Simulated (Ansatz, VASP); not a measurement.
# BAs in two plane-wave programs, part 2 of 2

Wanted: the spread between two codes on one cell, functional and k mesh. The cell is taken from a series of runs on this material, whose earlier steps may have relaxed, scaled, displaced or heated it; both programs get it as it stands.

VASP 6.6.1 and Ansatz 0.2.0.

So far: Set-up; Ansatz: single point, PBE, spin-orbit coupling, pair 1; VASP: single point, PBE, spin-orbit coupling, pair 1.

## Step 3: VASP: single point, PBE, spin-orbit coupling, pair 1 (continued)

Level of this step: PBE, spin-orbit coupling; plane waves and PAW (B, As) (VASP).

Numbers of over 12 decimals in the logs are rounded to 6 here.

OUTCAR, selected parts (step 3):

```text
ion  position               nearest neighbor table
   1  0.000  0.000  0.000-   2 2.08   2 2.08   2 2.08   2 2.08
   2  0.750  0.750  0.750-   1 2.08   1 2.08   1 2.08   1 2.08

  LATTYP: Found a face centered cubic cell.
 ALAT       =     4.8092885852

 Subroutine GETGRP returns: Found 24 space group operations
 (whereof 24 operations were pure point group operations)

The static configuration has the point symmetry T_d .

 Found     73 irreducible k-points:

   k-points           NKPTS =     73   k-points in BZ     NKDIM =     73   number of bands    NBANDS=     20

   dimension x,y,z NGX =    24 NGY =   24 NGZ =   24
   dimension x,y,z NGXF=    48 NGYF=   48 NGZF=   48

   ENCUT  =  420.0 eV  30.87 Ry    5.56 a.u.   5.68  5.68  5.68*2*pi/ulx,y,z

   NELECT =       8.0000    total number of electrons

 k-points in reciprocal lattice and weights: Automatic mesh
   0.00000000  0.00000000  0.00000000       0.001
   0.10000000  0.00000000  0.00000000       0.004
  -0.10000000  0.00000000  0.00000000       0.004
   0.20000000  0.00000000  0.00000000       0.004
  -0.20000000  0.00000000  0.00000000       0.004
   0.30000000  0.00000000  0.00000000       0.004
  -0.30000000  0.00000000  0.00000000       0.004
   0.40000000  0.00000000  0.00000000       0.004
  -0.40000000  0.00000000  0.00000000       0.004
[...]
-0.30000000  0.40000000  0.20000000       0.024
  -0.30000000  0.50000000  0.20000000       0.012

 average (electrostatic) potential at core
       1 -27.0389       2 -48.9688

 E-fermi :   6.5351

 k-point     1 :       0.0000    0.0000    0.0000
  band No.  band energies     occupation
    ...
      4       5.7638      1.00000
      5       5.9694      1.00000
      6       5.9694      1.00000
      7       5.9694      1.00000
      8       5.9694      1.00000
      9       9.0204      0.00000
     10       9.0204      0.00000
     11       9.2277      0.00000
     12       9.2277      0.00000
     13       9.2277      0.00000
    ...

 k-point     2 :       0.1000    0.0000    0.0000
  band No.  band energies     occupation
    ...
      4       4.5103      1.00000
      5       5.5466      1.00000
      6       5.5466      1.00000
      7       5.6749      1.00000
      8       5.6764      1.00000
      9       9.2388      0.00000
     10       9.2388      0.00000
     11       9.4958      0.00000
     12       9.4958      0.00000
     13       9.6141      0.00000
    ...

 k-point     3 :      -0.1000    0.0000    0.0000
  band No.  band energies     occupation
    ...
      4       4.5103      1.00000
      5       5.5466      1.00000
      6       5.5466      1.00000
      7       5.6749      1.00000
      8       5.6764      1.00000
      9       9.2388      0.00000
     10       9.2388      0.00000
     11       9.4958      0.00000
     12       9.4958      0.00000
     13       9.6141      0.00000
    ...

  Total        0.1098641      0.1098641      0.1098641     -0.0000000      0.0000000      0.0000000
  in kB        6.3297117      6.3297117      6.3297117     -0.0000000      0.0000000      0.0000000
  external PRESSURE =       6.3297117 kB  Pullay stress =       0.0000000 kB

  energy-cutoff  :      420.00
  volume of cell :       27.81
      direct lattice vectors                 reciprocal lattice vectors
     0.000000000  2.404644293  2.404644293    -0.207930962  0.207930962  0.207930962
     2.404644293  0.000000000  2.404644293     0.207930962 -0.207930962  0.207930962
     2.404644293  2.404644293  0.000000000     0.207930962  0.207930962 -0.207930962

 POSITION                                       TOTAL-FORCE (eV/Angst)
 -----------------------------------------------------------------------------------
      0.00000      0.00000      0.00000         0.000000      0.000000      0.000000
      3.60697      3.60697      3.60697        -0.000000     -0.000000     -0.000000
 -----------------------------------------------------------------------------------
    total drift:                               -0.000000     -0.000000     -0.000000

  FREE ENERGIE OF THE ION-ELECTRON SYSTEM (eV)
  ---------------------------------------------------
  free  energy   TOTEN  =       -11.4233774693 eV

  energy  without entropy=      -11.4233774693  energy(sigma->0) =      -11.42337747

 Spin-Orbit-Coupling matrix elements
 Ion:    1  E_soc:     -0.0000100
 Ion:    2  E_soc:     -0.0211737

 total charge
# of ion       s       p       d       tot
------------------------------------------
    1        0.657   1.157   0.000   1.815
    2        1.173   1.647   0.085   2.905
--------------------------------------------------
tot          1.831   2.804   0.085   4.719

 magnetization (x)
# of ion       s       p       d       tot
------------------------------------------
    1        0.000  -0.000   0.000  -0.000
    2        0.000   0.000  -0.000   0.000
--------------------------------------------------
tot          0.000  -0.000  -0.000  -0.000

 magnetization (y)
# of ion       s       p       d       tot
------------------------------------------
    1        0.000  -0.000   0.000  -0.000
    2        0.000   0.000   0.000   0.000
--------------------------------------------------
tot          0.000  -0.000   0.000  -0.000

 magnetization (z)
# of ion       s       p       d       tot
------------------------------------------
    1        0.000  -0.000   0.000   0.000
    2       -0.000   0.000  -0.000   0.000
--------------------------------------------------
tot          0.000  -0.000  -0.000   0.000

[... 3 further parts left out ...]
```

The run ends at a pressure of 0.63 GPa.

## Step 4: Comparison

Known differences besides the potentials themselves: spin-orbit coupling enters by fully relativistic files in Ansatz and inside the spheres in VASP; the data sets hold 18 valence electrons in Ansatz (on its fully relativistic PAW (standard-fr) files) and 8 in VASP. Total energies have different zeros and are not compared.

Compared:

```csv
quantity,Ansatz,VASP,difference
gap on the k mesh (eV),1.139,1.131,+0.008
```

A gap on the mesh is an upper bound, since the band edges may lie between its points.

## Step 5: VASP: single point, PBE, spin-orbit coupling, pair 2

With cell and atoms fixed, the geometry can't cause a difference; cores, projectors, grids and the points listed under the comparison can.

File INCAR:

```
SYSTEM = BAs
PREC = Accurate
ENCUT = 420
EDIFF = 1E-06
NELM = 200
ISMEAR = 0
SIGMA = 0.01
LREAL = .FALSE.
ALGO = Normal
GGA = PE
LNONCOLLINEAR = .TRUE.
MAGMOM = 0 0 0 0 0 0
NBANDS = 20
GGA_COMPAT = .FALSE.
LASPH = .TRUE.
LSORBIT = .TRUE.
LORBIT = 11
LWAVE = .FALSE.
LCHARG = .FALSE.
ISIF = 2
EFERMI = MIDGAP
```

File POSCAR:

```
BAs
1.0
    0.0000000000      2.4046442926      2.4046442926
    2.4046442926      0.0000000000      2.4046442926
    2.4046442926      2.4046442926      0.0000000000
B As
1 1
Direct
    0.0000000000      0.0000000000      0.0000000000
    0.7500000000      0.7500000000      0.7500000000
```

File KPOINTS:

```
Automatic mesh
0
Gamma
10 10 10
0 0 0
```

Potentials, in the order of the species: B and As (PBE family, release 64).

Run with:

```console
$ mpirun -np 1 vasp_ncl
```

The program printed:

```text
[... set-up lines as in an earlier step ...]
 entering main loop
       N       E                     dE             d eps       ncg     rms          rms(c)
[... 12 cycles as in an earlier step ...]
   1 F= -.11423377E+02 E0= -.11423377E+02  d E =0.000000E+00  mag=    -0.0000    -0.0000     0.0000
```

OUTCAR, selected parts (step 5):

```text
[... 9 parts as in an earlier step ...]

[... 1 further part left out ...]
[key lines of the parts left out:]
E-fermi :   6.5351
```

The run ends at a pressure of 0.63 GPa.

## Step 6: Ansatz: single point, PBE, spin-orbit coupling, pair 2

The same cell, functional, mesh and smearing now go to Ansatz, which takes its cutoff from its data sets.

The cell is taken from a series of runs on this material, whose earlier steps may have relaxed, scaled, displaced or heated it; both programs get it as it stands.

File input.yaml:

```yaml
crystal:
  lattice:
    - [0.0, 2.4046442926, 2.4046442926]
    - [2.4046442926, 0.0, 2.4046442926]
    - [2.4046442926, 2.4046442926, 0.0]
  atoms:
    - { symbol: B, position: [0.0, 0.0, 0.0] }
    - { symbol: As, position: [0.75, 0.75, 0.75] }
kpoints:
  mp_grid: { grid: [10, 10, 10] }
  band_path:
    path:
      - [[0.0, 0.0, 0.0], [-0.5, -0.5, 0.0], [-0.375, -0.375, 0.25]]
      - [[-0.375, 0.0, 0.375], [0.0, 0.0, 0.0], [0.0, 0.0, 0.5], [-0.5, -0.25, 0.25], [-0.5, -0.5, 0.0]]
    npoints: 8
hamiltonian:
  xc: pbe
  pseudopotentials: { kind: paw_fr }
scf:
  occupations: { method: gaussian, width: 0.01 }
  n_extra_bands: 16
output:
  eigenvalues: true
  boltztrap: { nscf_kmesh: [20, 20, 20] }
magnetization:
  noncollinear: true
  spin_orbit: true
checkpoint:
  read: start.run
  write: ck
  compress: false
  write_wavefunctions: false
  write_every: 100000
```

Run with:

```console
$ ansatz run input.yaml --threads 2 --pin off --max-ram 5120MiB --backend cpu --events-out ev --progress --plain --runs-dir out
```

The program printed:

```text
[...]
Crystal: 2 atoms, lattice volume = 27.809 Å³
Basis set: ecut = 420 eV, 537 PW (Γ)
Bands: 34, of which v1, the nominal top of the filled ones, is band 18 counted from 1 (17 counted from 0)
Symmetry: 24 space group operations + 24 with time reversal
[...]
k-points: 47 of 1000 (time reversal used)
[...]
k-point 0: bands = [... 14 lower, 10.8707, 10.8707, 10.8707, 10.8707, 13.9239, 13.9239, 14.1327, 14.1327, ... 12 higher]
  k-point 1: bands = [... 14 lower, 10.4461, 10.4461, 10.5767, 10.5781, 14.1407, 14.1407, 14.3997, 14.3997, ... 12 higher]
  k-point 2: bands = [... 14 lower, 9.8775, 9.8775, 10.0153, 10.0173, 13.9120, 13.9120, 15.0911, 15.0911, ... 12 higher]
  k-point 46: bands = [... 14 lower, 5.4942, 5.6265, 5.8225, 5.8400, 15.3076, 15.3449, 15.6130, 15.6144, ... 12 higher]
[key lines of the parts left out:]
SCF converged after 2 iterations
Magnetization: |M| = 0.0000 μB,  M = (+0.0000, +0.0000, +0.0000) μB
Free energy (F): -5012.231147 eV
Fermi energy:    11.440363 eV
```

## Step 7: Comparison

What differs besides the data sets and the points named for the pairs above, as far as they apply: the data sets hold 18 valence electrons in Ansatz (on its fully relativistic PAW (standard-fr) files) and 8 in VASP. Total energies have different zeros and are not compared.

Both answers:

```csv
quantity,Ansatz,VASP,difference
gap on the k mesh (eV),1.139,1.131,+0.008
```

A gap on the mesh is an upper bound, since the band edges may lie between its points.

## Step 8: Outcome

```yaml
difference_in_gap_on_the_k_mesh_single_point_pbe_spin_orbit_coupling_pair_1: 0.0081 eV
difference_in_gap_on_the_k_mesh_single_point_pbe_spin_orbit_coupling_pair_2: 0.0081 eV
```

What this shows: The difference in gap on the k mesh is 0.0081 eV (single point, PBE, spin-orbit coupling, pair 1), within the 0.08 eV picked in this series as the mark of a large difference. The data sets hold unlike numbers of valence electrons (18 in Ansatz and 8 in VASP), so part of the differences comes from the potentials. Such differences can come from data sets, numerical settings and the points named under the comparisons, not from the functional's error against experiment.

[Lines on the potential files, build, host, timing and source positions are cut from VASP's logs without a mark.]

[Logs are printed without paths, hosts, clocks, repeated set-up lines and the standing remarks that a program may print on its own settings, such as how far it seeks lower states.]

[Hosts, paths, dates, database ids (printed as entryN), source tags and the programs' standing remarks are cut or masked in the printed files.]
